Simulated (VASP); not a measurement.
Consider the following.

```xyz
2
Lattice="0.0000 2.1840 2.1840 2.1840 0.0000 2.1840 2.1840 2.1840 0.0000" Properties=species:S:1:pos:R:3 pbc="T T T"
Al     0.0000     0.0000     0.0000
N      3.2760     3.2760     3.2760
```

All values below come from PBE GGA, VASP's PBE PAW potentials (set 64) (plane waves; VASP 6.6.1). Settings: 400 eV cut-off, 9×9×9 Γ-centred mesh, Gaussian smearing of 0.010 eV, potentials Al N.

Q: Give the energies of bands 2 to 5 at the high-symmetry points, in eV from the valence-band maximum.

A: 
```json
[
 {"band": "2", "Γ": "0.00", "X": "-4.92", "U": "-4.27", "L": "-5.87", "W": "-3.80"},
 {"band": "3", "Γ": "0.00", "X": "-1.79", "U": "-3.65", "L": "-0.49", "W": "-3.45"},
 {"band": "4", "Γ": "0.00", "X": "-1.79", "U": "-1.38", "L": "-0.49", "W": "-2.71"},
 {"band": "5", "Γ": "4.18", "X": "3.30", "U": "5.15", "L": "7.36", "W": "6.04"}
]
```

The gap is indirect, 3.30 eV, from the valence maximum at Γ to the conduction minimum at X.

The structure comes from a computed database's AlN entry; how it stands against other phases isn't given here. The cell was not relaxed at this level.
